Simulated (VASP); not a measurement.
Level of theory: PBE GGA + U (Dudarev), VASP's PBE PAW potentials (set 64) (plane waves; VASP).

VASP input:

INCAR:
```
LDAUL = 2 -1
ISIF = 2   # forces and stress, cell fixed
ALGO = Normal
LMAXMIX = 4
LDAUJ = 0 0
EDIFF = 1E-6   # SCF stop (eV)
SIGMA = 0.05
PREC = Accurate
ENCUT = 400   # plane-wave cut-off (eV)
LREAL = .FALSE.   # projection in real space or not
GGA = PE
NELM = 100
LWAVE = .FALSE.
LORBIT = 10
LDAUPRINT = 1
ISMEAR = 0
LDAU = .TRUE.
LCHARG = .FALSE.
SYSTEM = ZnS
LASPH = .TRUE.   # aspherical one-centre terms
LDAUTYPE = 2   # Dudarev
LDAUU = 4.0 0
```

KPOINTS:
```
Automatic
0
Gamma
  8 8 8
0 0 0
```

POSCAR:
```
ZnS
1.0
  0.0000000000   2.7591000000   2.7591000000
  2.7591000000   0.0000000000   2.7591000000
  2.7591000000   2.7591000000   0.0000000000
Zn S
1 1
Direct
  0.0000000000   0.0000000000   0.0000000000
  0.2500000000   0.2500000000   0.2500000000
```

POTCAR, in this order: Zn S (PBE.64 set). Program: vasp_std.

Output

### OSZICAR
```
       N       E                     dE             d eps       ncg     rms          rms(c)
DAV:   1     0.807987049116E+02    0.80799E+02   -0.79675E+03   754   0.136E+03
DAV:   2    -0.139655577002E+01   -0.82195E+02   -0.78846E+02   829   0.259E+02
DAV:   3    -0.684188366237E+01   -0.54453E+01   -0.54287E+01   929   0.724E+01
DAV:   4    -0.689891223035E+01   -0.57029E-01   -0.57016E-01   829   0.768E+00
DAV:   5    -0.689973104746E+01   -0.81882E-03   -0.81880E-03   914   0.844E-01    0.668E+00
DAV:   6    -0.654839484462E+01    0.35134E+00   -0.75917E-01  1107   0.218E+01    0.502E+00
DAV:   7    -0.653144706327E+01    0.16948E-01   -0.19660E-01   844   0.402E+00    0.241E+00
DAV:   8    -0.653262988417E+01   -0.11828E-02   -0.61691E-03   804   0.780E-01    0.489E-01
DAV:   9    -0.653304508563E+01   -0.41520E-03   -0.68012E-04   892   0.322E-01    0.974E-02
DAV:  10    -0.653318745192E+01   -0.14237E-03   -0.15214E-04   784   0.108E-01    0.305E-02
DAV:  11    -0.653321549946E+01   -0.28048E-04   -0.29878E-05   829   0.412E-02    0.613E-03
DAV:  12    -0.653321648252E+01   -0.98306E-06   -0.26522E-06   822   0.283E-02
   1 F= -.65332165E+01 E0= -.65332165E+01  d E =-.667339E-14
```

**OUTCAR**
```
------------------------ aborting loop because EDIFF is reached ----------------------------------------
  FORCE on cell =-STRESS in cart. coord.  units (eV):
  Direction    XX          YY          ZZ          XY          YZ          ZX
  --------------------------------------------------------------------------------------
  Total       -1.0099759     -1.0099759     -1.0099759      0.0000000     -0.0000000     -0.0000000
  in kB      -38.5202658    -38.5202658    -38.5202658      0.0000000     -0.0000000     -0.0000000
  external PRESSURE =     -38.5202658 kB  Pullay stress =       0.0000000 kB
  volume of cell :       42.01
      direct lattice vectors                 reciprocal lattice vectors
     0.000000000  2.759100000  2.759100000    -0.181218513  0.181218513  0.181218513
     2.759100000  0.000000000  2.759100000     0.181218513 -0.181218513  0.181218513
     2.759100000  2.759100000  0.000000000     0.181218513  0.181218513 -0.181218513
  FREE ENERGIE OF THE ION-ELECTRON SYSTEM (eV)
  ---------------------------------------------------
  free  energy   TOTEN  =        -6.5332164825 eV

  energy  without entropy=       -6.5332164825  energy(sigma->0) =       -6.53321648

 total charge

# of ion       s       p       d       tot
------------------------------------------
    1        0.496   0.417   9.861  10.773
    2        1.316   2.411   0.000   3.727
--------------------------------------------------
tot          1.812   2.828   9.861  14.500
```
(Selected blocks of OUTCAR.)

The compound is ZnS in the zinc blende structure. The cell was not relaxed at this level. The run is one of a series of settings (LDAU = .TRUE., LDAUJ = 0 0, LDAUL = 2 -1, LDAUTYPE = 2, LDAUU = 4.0 0 against the base run), some of them coarse on purpose.
